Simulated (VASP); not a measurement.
Level of theory: PBE GGA, VASP's PBE PAW potentials (set 64) (plane waves; VASP).

VASP ran on this input.

File KPOINTS:
```
Automatic mesh
0
Gamma
10 10 4
0 0 0
```

### INCAR
```
SYSTEM = TaSi
PREC = Accurate
ENCUT = 400
EDIFF = 1E-6
NELM = 100
ALGO = Normal
LREAL = .FALSE.
LASPH = .TRUE.
ISMEAR = 1
SIGMA = 0.1
GGA = PE
LMAXMIX = 6
LWAVE = .FALSE.
LCHARG = .FALSE.
IBRION = 2
ISIF = 3
NSW = 60
EDIFFG = -0.02
```

**POSCAR**
```
TaSi
1
    3.0696601068    -0.0000000000     0.0000000000
   -1.5348300534     2.6584036100    -0.0000000000
    0.0000000000     0.0000000000     7.8949373065
Ta Si
2 2
Direct
  0.0000000000   0.0000000000   0.0000000000
  0.0000000000   0.0000000000   0.5000000000
  0.3333330000   0.6666670000   0.2500000000
  0.6666670000   0.3333330000   0.7500000000
```

POTCAR, in this order: Ta_pv Si (PBE.64 set). Program: vasp_std.

Output

File OSZICAR:
```
       N       E                     dE             d eps       ncg     rms          rms(c)
DAV:   1     0.180956863437E+03    0.18096E+03   -0.13845E+04  1660   0.125E+03
DAV:   2    -0.300596615427E+02   -0.21102E+03   -0.20592E+03  1911   0.344E+02
DAV:   3    -0.369766597848E+02   -0.69170E+01   -0.65846E+01  2155   0.539E+01
DAV:   4    -0.371159067873E+02   -0.13925E+00   -0.13754E+00  1991   0.667E+00
DAV:   5    -0.371185499882E+02   -0.26432E-02   -0.26356E-02  1998   0.850E-01    0.221E+01
DAV:   6    -0.357567426548E+02    0.13618E+01   -0.48146E+00  1830   0.142E+01    0.993E+00
DAV:   7    -0.355689251430E+02    0.18782E+00   -0.53496E-01  1932   0.524E+00    0.250E+00
DAV:   8    -0.355583772549E+02    0.10548E-01   -0.36773E-02  2147   0.127E+00    0.353E-01
DAV:   9    -0.355570460043E+02    0.13313E-02   -0.40814E-03  1868   0.513E-01    0.147E-01
DAV:  10    -0.355570179375E+02    0.28067E-04   -0.26609E-04  2159   0.126E-01    0.586E-02
DAV:  11    -0.355570161725E+02    0.17649E-05   -0.30540E-05  1917   0.368E-02    0.128E-02
DAV:  12    -0.355570155667E+02    0.60586E-06   -0.47145E-06  1604   0.130E-02
   1 F= -.35557016E+02 E0= -.35556556E+02  d E =-.355570E+02
       N       E                     dE             d eps       ncg     rms          rms(c)
DAV:   1    -0.355632764102E+02   -0.62602E-02   -0.17454E-01  1629   0.318E+00    0.314E-01
DAV:   2    -0.355595258792E+02    0.37505E-02   -0.89109E-03  1783   0.558E-01    0.143E-01
DAV:   3    -0.355590135073E+02    0.51237E-03   -0.12385E-03  1982   0.206E-01    0.541E-02
DAV:   4    -0.355589682070E+02    0.45300E-04   -0.22651E-04  1957   0.853E-02    0.376E-02
DAV:   5    -0.355589698739E+02   -0.16670E-05   -0.44995E-05  1969   0.385E-02    0.151E-02
DAV:   6    -0.355589674073E+02    0.24667E-05   -0.12637E-05  1831   0.168E-02    0.318E-03
DAV:   7    -0.355589673589E+02    0.48412E-07   -0.14564E-06  1066   0.671E-03
   2 F= -.35558967E+02 E0= -.35558701E+02  d E =-.195179E-02
       N       E                     dE             d eps       ncg     rms          rms(c)
DAV:   1    -0.355776525799E+02   -0.18685E-01   -0.63506E-01  1605   0.606E+00    0.597E-01
DAV:   2    -0.355638039169E+02    0.13849E-01   -0.30444E-02  1766   0.106E+00    0.287E-01
DAV:   3    -0.355615625718E+02    0.22413E-02   -0.52107E-03  1990   0.421E-01    0.107E-01
DAV:   4    -0.355613922835E+02    0.17029E-03   -0.91304E-04  1906   0.169E-01    0.761E-02
DAV:   5    -0.355613979622E+02   -0.56787E-05   -0.21305E-04  1931   0.830E-02    0.311E-02
DAV:   6    -0.355613815806E+02    0.16382E-04   -0.62734E-05  1845   0.369E-02    0.682E-03
DAV:   7    -0.355613814953E+02    0.85298E-07   -0.84120E-06  2012   0.144E-02
   3 F= -.35561381E+02 E0= -.35561375E+02  d E =-.436593E-02
       N       E                     dE             d eps       ncg     rms          rms(c)
DAV:   1    -0.355656728960E+02   -0.42913E-02   -0.15584E-01  1605   0.301E+00    0.290E-01
DAV:   2    -0.355624726638E+02    0.32002E-02   -0.73230E-03  1756   0.519E-01    0.139E-01
DAV:   3    -0.355619866390E+02    0.48602E-03   -0.11962E-03  1988   0.200E-01    0.511E-02
DAV:   4    -0.355619494723E+02    0.37167E-04   -0.21026E-04  1884   0.812E-02    0.359E-02
DAV:   5    -0.355619512710E+02   -0.17986E-05   -0.46290E-05  1942   0.383E-02    0.155E-02
DAV:   6    -0.355619486267E+02    0.26443E-05   -0.12978E-05  1854   0.168E-02    0.313E-03
DAV:   7    -0.355619485856E+02    0.41035E-07   -0.15483E-06  1070   0.673E-03
   4 F= -.35561949E+02 E0= -.35562027E+02  d E =-.493302E-02
       N       E                     dE             d eps       ncg     rms          rms(c)
DAV:   1    -0.355764570713E+02   -0.14508E-01   -0.62319E-01  1602   0.601E+00    0.561E-01
DAV:   2    -0.355643171929E+02    0.12140E-01   -0.26838E-02  1744   0.101E+00    0.285E-01
DAV:   3    -0.355620264648E+02    0.22907E-02   -0.56973E-03  2003   0.426E-01    0.104E-01
DAV:   4    -0.355618660618E+02    0.16040E-03   -0.98857E-04  1873   0.173E-01    0.755E-02
DAV:   5    -0.355618714948E+02   -0.54330E-05   -0.26454E-04  1990   0.902E-02    0.352E-02
DAV:   6    -0.355618511373E+02    0.20358E-04   -0.76186E-05  1854   0.397E-02    0.696E-03
DAV:   7    -0.355618509812E+02    0.15609E-06   -0.10899E-05  2041   0.160E-02    0.243E-03
DAV:   8    -0.355618509447E+02    0.36463E-07   -0.20287E-07   873   0.313E-03
   5 F= -.35561851E+02 E0= -.35562197E+02  d E =-.483538E-02
       N       E                     dE             d eps       ncg     rms          rms(c)
DAV:   1    -0.355693260690E+02   -0.74751E-02   -0.28988E-01  1602   0.411E+00    0.402E-01
DAV:   2    -0.355633183537E+02    0.60077E-02   -0.13328E-02  1738   0.703E-01    0.193E-01
DAV:   3    -0.355623145772E+02    0.10038E-02   -0.22493E-03  1985   0.280E-01    0.722E-02
DAV:   4    -0.355622336021E+02    0.80975E-04   -0.37096E-04  1924   0.109E-01    0.518E-02
DAV:   5    -0.355622323167E+02    0.12854E-05   -0.74153E-05  1963   0.497E-02    0.202E-02
DAV:   6    -0.355622252253E+02    0.70913E-05   -0.21526E-05  1851   0.215E-02    0.439E-03
DAV:   7    -0.355622250778E+02    0.14753E-06   -0.35618E-06  1677   0.950E-03
   6 F= -.35562225E+02 E0= -.35562420E+02  d E =-.520951E-02
       N       E                     dE             d eps       ncg     rms          rms(c)
DAV:   1    -0.355684693688E+02   -0.62441E-02   -0.22923E-01  1635   0.454E+00    0.597E-01
DAV:   2    -0.355639335608E+02    0.45358E-02   -0.81399E-03  1667   0.817E-01    0.246E-01
DAV:   3    -0.355626687948E+02    0.12648E-02   -0.42515E-03  1843   0.528E-01    0.858E-02
DAV:   4    -0.355626881468E+02   -0.19352E-04   -0.18702E-04  1856   0.995E-02    0.378E-02
DAV:   5    -0.355626847126E+02    0.34342E-05   -0.55563E-05  1832   0.642E-02    0.273E-02
DAV:   6    -0.355626889922E+02   -0.42796E-05   -0.40610E-06  1743   0.151E-02    0.366E-03
DAV:   7    -0.355626888611E+02    0.13111E-06   -0.65356E-07   921   0.567E-03
   7 F= -.35562689E+02 E0= -.35563007E+02  d E =-.463783E-03
       N       E                     dE             d eps       ncg     rms          rms(c)
DAV:   1    -0.355633019205E+02   -0.61293E-03   -0.19825E-02  1635   0.134E+00    0.176E-01
DAV:   2    -0.355629104049E+02    0.39152E-03   -0.70269E-04  1670   0.240E-01    0.725E-02
DAV:   3    -0.355627966585E+02    0.11375E-03   -0.37341E-04  1834   0.156E-01    0.253E-02
DAV:   4    -0.355627964476E+02    0.21095E-06   -0.15618E-05  1872   0.289E-02    0.118E-02
DAV:   5    -0.355627942856E+02    0.21619E-05   -0.40958E-06  1409   0.177E-02    0.799E-03
DAV:   6    -0.355627932621E+02    0.10235E-05   -0.41364E-07   897   0.581E-03    0.823E-04
DAV:   7    -0.355627933236E+02   -0.61526E-07   -0.10069E-07   840   0.209E-03
   8 F= -.35562793E+02 E0= -.35563085E+02  d E =-.568246E-03
```

**OUTCAR**
```
------------------------ aborting loop because EDIFF is reached ----------------------------------------
  FORCE on cell =-STRESS in cart. coord.  units (eV):
  Direction    XX          YY          ZZ          XY          YZ          ZX
  --------------------------------------------------------------------------------------
  Total        0.0059794      0.0059794      0.0244763      0.0000000      0.0000000     -0.0000000
  in kB        0.1494766      0.1494766      0.6118692      0.0000000      0.0000000     -0.0000000
  external PRESSURE =       0.3036075 kB  Pullay stress =       0.0000000 kB
  volume of cell :       64.09
      direct lattice vectors                 reciprocal lattice vectors
     3.035494683  0.000000000 -0.000000000     0.329435596  0.190199732 -0.000000000
    -1.517747341  2.628815486  0.000000000     0.000000000  0.380399463  0.000000000
     0.000000000 -0.000000000  8.031703184     0.000000000  0.000000000  0.124506593
 POSITION                                       TOTAL-FORCE (eV/Angst)
 -----------------------------------------------------------------------------------
     -0.00000      0.00000      0.00000        -0.000000     -0.000000      0.000000
      0.00000     -0.00000      4.01585        -0.000000      0.000000      0.000000
     -0.00000      1.75254      2.00793         0.000000      0.000000      0.000000
      1.51775      0.87627      6.02378        -0.000000     -0.000000     -0.000000
 -----------------------------------------------------------------------------------
    total drift:                                0.000000     -0.000000      0.000000
  FREE ENERGIE OF THE ION-ELECTRON SYSTEM (eV)
  ---------------------------------------------------
  free  energy   TOTEN  =       -35.5627933236 eV

  energy  without entropy=      -35.5636671682  energy(sigma->0) =      -35.56308461

 reached required accuracy - stopping structural energy minimisation
```
(Selected blocks of OUTCAR.)

### CONTCAR
```
TaSi
   1.00000000000000
     3.0354946829663985    0.0000000000000000   -0.0000000000000000
    -1.5177473414831992    2.6288154858106894    0.0000000000000000
     0.0000000000000000   -0.0000000000000000    8.0317031840363775
  Ta              Si
     2     2
Direct
     0.0000000000000000    0.0000000000000000    0.0000000000000000
     0.0000000000000000    0.0000000000000000    0.5000000000000000
     0.3333330000000032    0.6666669999999968    0.2500000000000000
     0.6666669999999968    0.3333330000000032    0.7500000000000000
```

The structure was generated: TaSi was put into the NiAs type type (P6_3/mmc), which need not be its known phase. This run relaxes it. Symmetry was kept, so distortions that lower it aren't found. The start is the result of an earlier pass.
